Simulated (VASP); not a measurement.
Here is the system:

```
BN
1.0
    1.27704    -2.21190     0.00000
    1.27704     2.21190     0.00000
    0.00000     0.00000     6.79320
B N
2 2
Cartesian
  1.27704   0.73730   1.69830
  1.27704  -0.73730   5.09490
  1.27704  -0.73730   1.69830
  1.27704   0.73730   5.09490
```

The numbers are results of PBE GGA, VASP's PBE PAW potentials (set 64) (plane waves; VASP), not measurements. Run with 520 eV cut-off, 9×9×3 Γ-centred mesh, Gaussian smearing of 0.30 eV, potentials B N.

**Question.** Give the stress tensor in GPa (positive for a compressed cell).

**Answer.** 
```
-15.80    0.00    0.00
  0.00  -15.80    0.00
  0.00    0.00    2.02
```
The pressure is its mean diagonal, -9.86 GPa.

The compound is BN in the hex structure. The cell was not relaxed at this level. The run is one of a series of settings (SIGMA = 0.3 against the base run), some of them coarse on purpose.
